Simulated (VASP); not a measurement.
Calculation: PBEsol GGA, VASP's PBE PAW potentials (set 64) (plane waves; VASP 6.6.1).

A VASP calculation is set up with these files.

File POSCAR:
```
GaAu
1
    6.2670000000     0.0000000000     0.0000000000
    0.0000000000     3.4210000000     0.0000000000
    0.0000000000     0.0000000000     6.3970000000
Au Ga
4 4
Direct
  0.9900000000   0.7500000000   0.1840000000
  0.0100000000   0.2500000000   0.8160000000
  0.5100000000   0.2500000000   0.6840000000
  0.4900000000   0.7500000000   0.3160000000
  0.8050000000   0.7500000000   0.5900000000
  0.1950000000   0.2500000000   0.4100000000
  0.6950000000   0.2500000000   0.0900000000
  0.3050000000   0.7500000000   0.9100000000
```

**INCAR**
```
LREAL  =  F
ALGO  =  Normal   ! blocked Davidson
NELM  =  100   ! most electronic steps
ISIF  =  2
GGA  =  PS
EDIFF  =  1E-6   ! SCF stop (eV)
LMAXMIX  =  6
ENCUT  =  300
LASPH  =  T
SYSTEM  =  GaAu
PREC  =  Accurate
LCHARG  =  F
SIGMA  =  0.1
LWAVE  =  F
ISMEAR  =  0
```

**KPOINTS**
```
Regular mesh
0
gamma
 3 5 3
0 0 0
```

POTCAR, in this order: Au Ga_d (PBE.64 set). Program: vasp_std.

The run wrote:

File OSZICAR:
```
       N       E                     dE             d eps       ncg     rms          rms(c)
DAV:   1     0.875675578241E+03    0.87568E+03   -0.30283E+04  1513   0.206E+03
DAV:   2     0.103233900580E+03   -0.77244E+03   -0.73950E+03  1480   0.598E+02
DAV:   3    -0.269226508551E+02   -0.13016E+03   -0.12266E+03  1551   0.169E+02
DAV:   4    -0.339105291847E+02   -0.69879E+01   -0.68484E+01  1648   0.431E+01
DAV:   5    -0.341026317348E+02   -0.19210E+00   -0.19186E+00  1837   0.719E+00    0.173E+01
DAV:   6    -0.309667953883E+02    0.31358E+01   -0.12330E+01  1540   0.179E+01    0.109E+01
DAV:   7    -0.308526975237E+02    0.11410E+00   -0.62126E-01  1664   0.651E+00    0.579E+00
DAV:   8    -0.307967814749E+02    0.55916E-01   -0.97841E-02  1932   0.202E+00    0.465E-01
DAV:   9    -0.307952483045E+02    0.15332E-02   -0.22740E-02  1582   0.152E+00    0.160E-01
DAV:  10    -0.307952860301E+02   -0.37726E-04   -0.18444E-03  1904   0.267E-01    0.591E-02
DAV:  11    -0.307952957161E+02   -0.96860E-05   -0.10234E-04  1592   0.492E-02    0.140E-02
DAV:  12    -0.307952943800E+02    0.13361E-05   -0.21982E-05  1488   0.242E-02    0.724E-03
DAV:  13    -0.307952944151E+02   -0.35130E-07   -0.30871E-06  1182   0.109E-02
   1 F= -.30795294E+02 E0= -.30785060E+02  d E =-.204685E-01
```

File OUTCAR:
```
------------------------ aborting loop because EDIFF is reached ----------------------------------------
  FORCE on cell =-STRESS in cart. coord.  units (eV):
  Direction    XX          YY          ZZ          XY          YZ          ZX
  --------------------------------------------------------------------------------------
  Total        2.3051657      5.8749980     -0.5188981     -0.0000000      0.0000000      0.0000000
  in kB       26.9292099     68.6323996     -6.0618276     -0.0000000      0.0000000      0.0000000
  external PRESSURE =      29.8332606 kB  Pullay stress =       0.0000000 kB
  volume of cell :      137.15
      direct lattice vectors                 reciprocal lattice vectors
     6.267000000  0.000000000  0.000000000     0.159565981  0.000000000  0.000000000
     0.000000000  3.421000000  0.000000000     0.000000000  0.292312189  0.000000000
     0.000000000  0.000000000  6.397000000     0.000000000  0.000000000  0.156323277
 POSITION                                       TOTAL-FORCE (eV/Angst)
 -----------------------------------------------------------------------------------
      6.20433      2.56575      1.17705         0.217400     -0.000000      0.449682
      0.06267      0.85525      5.21995        -0.217400      0.000000     -0.449682
      3.19617      0.85525      4.37555        -0.217400      0.000000      0.449682
      3.07083      2.56575      2.02145         0.217400     -0.000000     -0.449682
      5.04493      2.56575      3.77423         0.633150      0.000000     -0.537207
      1.22207      0.85525      2.62277        -0.633150     -0.000000      0.537207
      4.35557      0.85525      0.57573        -0.633150     -0.000000     -0.537207
      1.91143      2.56575      5.82127         0.633150      0.000000      0.537207
 -----------------------------------------------------------------------------------
    total drift:                                0.000000      0.000000      0.000000
  FREE ENERGIE OF THE ION-ELECTRON SYSTEM (eV)
  ---------------------------------------------------
  free  energy   TOTEN  =       -30.7952944151 eV

  energy  without entropy=      -30.7748259325  energy(sigma->0) =      -30.78506017
```
(Selected blocks of OUTCAR.)

File OUTCAR:
```
 val. band max:        8.0212339636   @ k =   0.0000   0.4000   0.3333

 cond. band min:       8.0864047749   @ k =   0.3333   0.0000   0.3333


 Fermi energy:         8.0547709419

 k-point     1 :       0.0000    0.0000    0.0000
  band No.  band energies     occupation
      1      -7.0512      2.00000
      2      -7.0271      2.00000
      3      -7.0095      2.00000
      4      -7.0088      2.00000
      5      -7.0050      2.00000
      6      -6.9975      2.00000
      7      -6.9952      2.00000
      8      -6.9894      2.00000
      9      -6.9714      2.00000
     10      -6.9684      2.00000
     11      -6.9657      2.00000
     12      -6.9581      2.00000
     13      -6.9569      2.00000
     14      -6.9396      2.00000
     15      -6.9339      2.00000
     16      -6.9268      2.00000
     17      -6.9229      2.00000
     18      -6.9224      2.00000
     19      -6.9195      2.00000
     20      -6.9089      2.00000
     21      -3.2807      2.00000
     22      -0.6830      2.00000
     23       0.0258      2.00000
     24       0.6518      2.00000
     25       0.8032      2.00000
     26       1.1253      2.00000
     27       1.5760      2.00000
     28       1.8613      2.00000
     29       2.0247      2.00000
     30       2.0521      2.00000
     31       2.2591      2.00000
     32       2.4646      2.00000
     33       2.5196      2.00000
     34       2.6937      2.00000
     35       2.8251      2.00000
     36       3.0042      2.00000
     37       3.1811      2.00000
     38       3.2759      2.00000
     39       3.4653      2.00000
     40       3.6541      2.00000
     41       3.7143      2.00000
     42       4.1032      2.00000
     43       4.1132      2.00000
     44       4.1766      2.00000
     45       4.8274      2.00000
     46       5.8084      2.00000
     47       6.4547      2.00000
     48       7.0168      2.00000
     49       8.5569      0.00000
     50       9.8695      0.00000
     51      12.0833      0.00000
...
```

At this cut-off the stress carries a Pulay error, which pulls relaxed volumes low. Unless said otherwise, spin-orbit coupling is left out, though it shifts the bands of the heavy elements here.

The structure comes from a measured GaAu entry of the Crystallography Open Database, whose conditions weren't checked. The cell was not relaxed at this level. The k-mesh is coarse (spacing up to 0.37 per Å, 2π included), so the numbers may not be converged in it. The run is one of a series of settings (GGA = PS, POTCAR Au Ga_d (PBE.64 set) against the base run), some of them coarse on purpose.
